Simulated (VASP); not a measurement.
Energy against volume of Ag (fcc). Level of theory: PBE GGA with D3 dispersion (Becke-Johnson damping), VASP's PBE PAW potentials (set 64) (plane waves; VASP). Run with 520 eV cut-off, 15×15×15 Γ-centred mesh, first-order Methfessel-Paxton smearing of 0.10 eV, potentials Ag.

```tsv
V (Å³/atom)	E (eV/atom)
16.338	-3.28643
16.844	-3.29245
17.349	-3.28786
17.854	-3.27459
```

Problem. Fit these four points and predict the energy of the run at 15.833 Å³/atom.

Solution. A cubic in V^(−2/3), the third-order Birch-Murnaghan form, passes through the four points with V0 = 16.86 Å³/atom and B0 = 111 GPa, and gives -3.2675 eV/atom there. The run gave -3.2674 eV/atom, +0.1 meV/atom from the fit; all five points give B0 = 111 GPa.

The compound is Ag in the fcc structure. It was relaxed first.
